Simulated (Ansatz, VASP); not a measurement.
# Cross-check of HfZnO3 between VASP and Ansatz

Aim: how closely do two programs agree when they are given the same cell, functional and k mesh? The cell is generated by rule, not measured, and may not be a known phase. The cell is taken from a series of runs on this material, whose earlier steps may have relaxed, scaled, displaced or heated it; both programs get it as it stands.

Main program and level: Ansatz 0.2.0; plane waves, with VASP 6.6.1 beside it; relaxation of cell and atoms at PBEsol.

### Step 1. Starting point

The structure is tetragonal, space group P4/mbm (No. 127). The conventional cell has a = 5.550 Å, b = 5.550 Å, c = 3.930 Å, α = 90.00°, β = 90.00°, γ = 90.00°. Zn has 4 O at 2.32 Å nearest. Nearest to Hf lie 6 O at 1.96 to 2.09 Å. O has 2 Hf at 2.09 Å and 2 Zn at 2.32 Å nearest. Nearest to O lie 2 Hf at 1.96 Å. Farther neighbours and most contacts between anions are not listed.

Structure file:

```xyz
10
Lattice="5.5496 0.0000 0.0000 0.0000 5.5496 0.0000 0.0000 0.0000 3.9297" Properties=species:S:1:pos:R:3 pbc="T T T"
Zn    0.0000    2.7748    0.0000
Zn    2.7748    0.0000    0.0000
Hf    0.0000    0.0000    1.9648
Hf    2.7748    2.7748    1.9648
O     0.8773    3.6521    1.9648
O     4.6723    1.8975    1.9648
O     1.8975    0.8773    1.9648
O     3.6521    4.6723    1.9648
O     0.0000    0.0000    0.0000
O     2.7748    2.7748    0.0000
```

### Step 2. VASP: relaxation of cell and atoms, PBEsol, pair 1

The relaxed volume is the usual yardstick between codes: in a stiff, nearly cubic crystal its relative difference is about their pressure difference at one cell divided by the bulk modulus.

Lines of VASP's logs that name or quote its potential files are left out, and so is its time.

INCAR

```
SYSTEM = HfZnO3
PREC = Accurate
ENCUT = 600
EDIFF = 1E-07
NELM = 120
ISMEAR = 0
SIGMA = 0.01
LREAL = .FALSE.
ALGO = Normal
GGA = PS
NBANDS = 50
LASPH = .TRUE.
LORBIT = 11
LWAVE = .FALSE.
LCHARG = .FALSE.
ISIF = 3
IBRION = 2
NSW = 80
EDIFFG = -0.005
GGA_COMPAT = .FALSE.
NELMIN = 4
EFERMI = MIDGAP
KPAR = 2
```

POSCAR

```
HfZnO3
1.0
    5.5496100000      0.0000000000      0.0000000000
    0.0000000000      5.5496100000      0.0000000000
    0.0000000000      0.0000000000      3.9296630000
Zn Hf O
2 2 6
Direct
    0.0000000000      0.5000000000      0.0000000000
    0.5000000000      0.0000000000      0.0000000000
    0.0000000000      0.0000000000      0.4999998728
    0.5000000000      0.5000000000      0.4999998728
    0.1580810183      0.6580811985      0.4999998728
    0.8419189817      0.3419189817      0.4999998728
    0.3419189817      0.1580810183      0.4999998728
    0.6580811985      0.8419189817      0.4999998728
    0.0000000000      0.0000000000      0.0000000000
    0.5000000000      0.5000000000      0.0000000000
```

KPOINTS

```
Automatic mesh
0
Gamma
6 6 8
0 0 0
```

PAW data sets: Zn, Hf_pv and O (PBE family, release 64).

Command:

```console
$ mpirun -np 2 vasp_std
```

Numbers of over 12 decimals in the logs are rounded to 6 here.

Output:

```text
[banner, memory and clock lines left out]
running    2 mpi-ranks, on    1 nodes
 distrk:  each k-point on    1 cores,    2 groups
 distr:  one band on    1 cores,    1 groups

 POSCAR found type information on POSCAR ZnHfO
 POSCAR found :  3 types and      10 ions
|                                                                             |
|               ----> ADVICE to this user running VASP <----                  |
|                                                                             |
|     You enforced a specific xc type in the INCAR file but a different       |
|     [... a line on the potential file left out ...]
|     I HOPE YOU KNOW WHAT YOU ARE DOING!                                     |
|                                                                             |

 LDA part: xc-table for (Slater+PW92), standard interpolation
 POSCAR, INCAR and KPOINTS ok, starting setup
 FFT: planning ... GRIDC
 FFT: planning ... GRID_SOFT
 FFT: planning ... GRID
 WAVECAR not read
 entering main loop
       N       E                     dE             d eps       ncg     rms          rms(c)
DAV:   1     0.902995172513E+03    0.90300E+03   -0.42650E+04  5000   0.211E+03
DAV:   2     0.483064064044E+02   -0.85469E+03   -0.79964E+03  5288   0.543E+02
DAV:   3    -0.864742808700E+02   -0.13478E+03   -0.12843E+03  5840   0.191E+02
DAV:   4    -0.930834025232E+02   -0.66091E+01   -0.65600E+01  5798   0.436E+01
DAV:   5    -0.932209627336E+02   -0.13756E+00   -0.13727E+00  5862   0.643E+00    0.100E+02
DAV:   6    -0.787047228153E+02    0.14516E+02   -0.56909E+01  7162   0.726E+01    0.822E+01
DAV:   7    -0.789881505663E+02   -0.28343E+00   -0.10308E+01  5408   0.161E+01    0.368E+01
DAV:   8    -0.789642279533E+02    0.23923E-01   -0.10199E+00  5598   0.531E+00    0.361E+00
DAV:   9    -0.789020358633E+02    0.62192E-01   -0.42941E-01  7136   0.503E+00    0.956E-01
DAV:  10    -0.788994705015E+02    0.25654E-02   -0.31829E-02  6460   0.120E+00    0.102E+00
DAV:  11    -0.788996319515E+02   -0.16145E-03   -0.89023E-03  6698   0.500E-01    0.377E-01
DAV:  12    -0.788993290486E+02    0.30290E-03   -0.14068E-03  6176   0.204E-01    0.497E-02
DAV:  13    -0.788993505406E+02   -0.21492E-04   -0.26523E-04  5624   0.757E-02    0.953E-02
DAV:  14    -0.788993373810E+02    0.13160E-04   -0.51158E-05  5664   0.380E-02    0.307E-02
DAV:  15    -0.788993368735E+02    0.50752E-06   -0.84917E-06  6708   0.207E-02    0.822E-03
DAV:  16    -0.788993367681E+02    0.10541E-06   -0.95307E-07  5772   0.574E-03    0.414E-03
DAV:  17    -0.788993368512E+02   -0.83123E-07   -0.83164E-08  3122   0.215E-03
   1 F= -.78899337E+02 E0= -.78899337E+02  d E =-.788993E+02
[...]
2 F= -.78896969E+02 E0= -.78896969E+02  d E =0.236798E-02
[...]
3 F= -.78906398E+02 E0= -.78906398E+02  d E =-.706079E-02
[...]
4 F= -.78906946E+02 E0= -.78906946E+02  d E =-.548170E-03
[...]
5 F= -.78906948E+02 E0= -.78906948E+02  d E =-.550810E-03
[...]
6 F= -.78906974E+02 E0= -.78906974E+02  d E =-.250834E-04
 trial-energy change:   -0.000025  1 .order   -0.000025   -0.000035   -0.000015
 step:   1.4061(harm=  1.5321)  dis= 0.00064  next Energy=   -78.906978 (dE=-0.295E-04)
 bond charge predicted
       N       E                     dE             d eps       ncg     rms          rms(c)
DAV:   1    -0.789069834269E+02   -0.98582E-05   -0.27271E-03  5004   0.257E-01    0.244E-02
DAV:   2    -0.789069810726E+02    0.23543E-05   -0.70214E-05  5802   0.564E-02    0.167E-02
DAV:   3    -0.789069800687E+02    0.10039E-05   -0.24180E-06  6074   0.895E-03    0.103E-02
DAV:   4    -0.789069794681E+02    0.60060E-06   -0.12194E-06  5996   0.682E-03    0.386E-03
DAV:   5    -0.789069794166E+02    0.51446E-07   -0.23143E-07  3770   0.316E-03
   7 F= -.78906979E+02 E0= -.78906979E+02  d E =-.309673E-04
 curvature:  -0.76 expect dE=-0.483E-06 dE for cont linesearch -0.381E-06
 trial: gam=-0.10428 g(F)=  0.338E-06 g(S)=  0.298E-06 ort = 0.450E-05 (trialstep = 0.987E+00)
 search vector abs. value=  0.137E-06
 reached required accuracy - stopping structural energy minimisation
```

Parts of OUTCAR (step 2):

```text
ion  position               nearest neighbor table
   1  0.000  0.500  0.000-   6 2.32   5 2.32   6 2.32   5 2.32   3 3.40   4 3.40   3 3.40   4 3.40
                             3 3.40   3 3.40   4 3.40   4 3.40
   2  0.500  0.000  0.000-   7 2.32   8 2.32   7 2.32   8 2.32   3 3.40   4 3.40   4 3.40   3 3.40
                             3 3.40   4 3.40   4 3.40   3 3.40
   3  0.000  0.000  0.500-   9 1.96   9 1.96   8 2.09   5 2.09   6 2.09   7 2.09   2 3.40   1 3.40
                             1 3.40   2 3.40   1 3.40   1 3.40   2 3.40   2 3.40
   4  0.500  0.500  0.500-  10 1.96  10 1.96   7 2.09   6 2.09   8 2.09   5 2.09   2 3.40   1 3.40
                             2 3.40   1 3.40   2 3.40   1 3.40   1 3.40   2 3.40
   5  0.158  0.658  0.500-   3 2.09   4 2.09   1 2.32   1 2.32
   6  0.842  0.342  0.500-   3 2.09   4 2.09   1 2.32   1 2.32
   7  0.342  0.158  0.500-   3 2.09   4 2.09   2 2.32   2 2.32
   8  0.658  0.842  0.500-   3 2.09   4 2.09   2 2.32   2 2.32
   9  0.000  0.000  0.000-   3 1.96   3 1.96
  10  0.500  0.500  0.000-   4 1.96   4 1.96

  LATTYP: Found a simple tetragonal cell.
 ALAT       =     5.5496100000
 C/A-ratio  =     0.7080971456

 Subroutine GETGRP returns: Found 16 space group operations
 (whereof  8 operations were pure point group operations)

The static configuration has the point symmetry C_4h.
 The point group associated with its full space group is D_4h.

 Found     50 irreducible k-points:

   k-points           NKPTS =     50   k-points in BZ     NKDIM =     50   number of bands    NBANDS=     50

   dimension x,y,z NGX =    48 NGY =   48 NGZ =   32
   dimension x,y,z NGXF=    96 NGYF=   96 NGZF=   64

   ENCUT  =  600.0 eV  44.10 Ry    6.64 a.u.  11.08 11.08  7.85*2*pi/ulx,y,z

   NELECT =      80.0000    total number of electrons

 k-points in reciprocal lattice and weights: Automatic mesh
   0.00000000  0.00000000  0.00000000       0.003
   0.16666667  0.00000000  0.00000000       0.014
   0.33333333  0.00000000  0.00000000       0.014
   0.50000000  0.00000000  0.00000000       0.007
   0.16666667  0.16666667  0.00000000       0.014
   0.33333333  0.16666667  0.00000000       0.028
   0.50000000  0.16666667  0.00000000       0.014
   0.33333333  0.33333333  0.00000000       0.014
   0.50000000  0.33333333  0.00000000       0.014
[...]
0.50000000  0.33333333  0.50000000       0.014
   0.50000000  0.50000000  0.50000000       0.003

 average (electrostatic) potential at core
       1 -35.8608       2 -35.8608       3 -37.7424       4 -37.7424       5 -71.4711
       6 -71.4711       7 -71.4711       8 -71.4711       9 -71.5595      10 -71.5595

 E-fermi :   2.3792

 k-point     1 :       0.0000    0.0000    0.0000
  band No.  band energies     occupation
    ...
     36       1.0389      2.00000
     37       1.2206      2.00000
     38       1.5127      2.00000
     39       1.9655      2.00000
     40       1.9655      2.00000
     41       2.6683      0.00000
     42       4.7670      0.00000
     43       6.3325      0.00000
     44       6.3325      0.00000
     45       7.2632      0.00000
    ...

 k-point     2 :       0.1667    0.0000    0.0000
  band No.  band energies     occupation
    ...
     36       0.9188      2.00000
     37       1.2474      2.00000
     38       1.4952      2.00000
     39       1.6555      2.00000
     40       1.9003      2.00000
     41       3.0952      0.00000
     42       4.8567      0.00000
     43       6.4355      0.00000
     44       6.4716      0.00000
     45       7.3799      0.00000
    ...

 k-point     3 :       0.3333    0.0000    0.0000
  band No.  band energies     occupation
    ...
     36       0.6702      2.00000
     37       1.3162      2.00000
     38       1.4508      2.00000
     39       1.4954      2.00000
     40       1.7949      2.00000
     41       3.8250      0.00000
     42       4.9124      0.00000
     43       6.7485      0.00000
     44       6.8454      0.00000
     45       7.5855      0.00000
    ...

  Total        0.0035377      0.0035377     -0.0060617      0.0000000     -0.0000000      0.0000000
  in kB        0.0472731      0.0472731     -0.0809999      0.0000000     -0.0000000      0.0000000
  external PRESSURE =       0.0045155 kB  Pullay stress =       0.0000000 kB

  energy-cutoff  :      600.00
  volume of cell :      119.90
      direct lattice vectors                 reciprocal lattice vectors
     5.528331042  0.000000000  0.000000000     0.180886418  0.000000000  0.000000000
     0.000000000  5.528331042  0.000000000     0.000000000  0.180886418  0.000000000
     0.000000000  0.000000000  3.923135380     0.000000000 -0.000000000  0.254898163

 POSITION                                       TOTAL-FORCE (eV/Angst)
 -----------------------------------------------------------------------------------
      0.00000      2.76417      0.00000         0.000000      0.000000      0.000000
      2.76417      0.00000      0.00000         0.000000      0.000000      0.000000
      0.00000      0.00000      1.96157         0.000000      0.000000      0.000000
      2.76417      2.76417      1.96157         0.000000      0.000000      0.000000
      0.87747      3.64164      1.96157         0.000936      0.000936      0.000000
      4.65086      1.88670      1.96157        -0.000936     -0.000936      0.000000
      1.88670      0.87747      1.96157        -0.000936      0.000936      0.000000
      3.64164      4.65086      1.96157         0.000936     -0.000936      0.000000
      0.00000      0.00000      0.00000         0.000000      0.000000      0.000000
      2.76417      2.76417      0.00000         0.000000      0.000000      0.000000
 -----------------------------------------------------------------------------------
    total drift:                               -0.001190     -0.001055      0.002553

  FREE ENERGIE OF THE ION-ELECTRON SYSTEM (eV)
  ---------------------------------------------------
  free  energy   TOTEN  =       -78.9069794166 eV

  energy  without entropy=      -78.9069794166  energy(sigma->0) =      -78.90697942

 reached required accuracy - stopping structural energy minimisation

 total charge
# of ion       s       p       d       tot
------------------------------------------
    1        0.358   0.221   9.822  10.401
    2        0.358   0.221   9.822  10.401
    3        0.364   6.836   1.617   8.817
    4        0.364   6.836   1.617   8.817
    5        1.559   3.447   0.000   5.006
    6        1.559   3.447   0.000   5.006
    7        1.559   3.447   0.000   5.006
    8        1.559   3.447   0.000   5.006
    9        1.569   3.505   0.000   5.075
   10        1.569   3.505   0.000   5.075
--------------------------------------------------
tot         10.819  34.911  22.878  68.609

[... 3 further parts left out ...]
```

Harder data sets than Hf_pv exist (the GW ones), and pressures, volumes and forces can shift noticeably with them. The PAW data sets were made with PBE, which is usual practice but a small mismatch for other functionals. The run keeps the 16 symmetry operations of its start, so it cannot find a distortion of lower symmetry.

(Continued in part 2 of 3.)

[Lines on the potential files, build, host, timing and source positions are cut from VASP's logs without a mark.]

[Logs are printed without paths, hosts, clocks, repeated set-up lines and the standing remarks that a program may print on its own settings, such as how far it seeks lower states.]

[Hosts, paths, dates, database ids (printed as entryN), source tags and the programs' standing remarks are cut or masked in the printed files.]
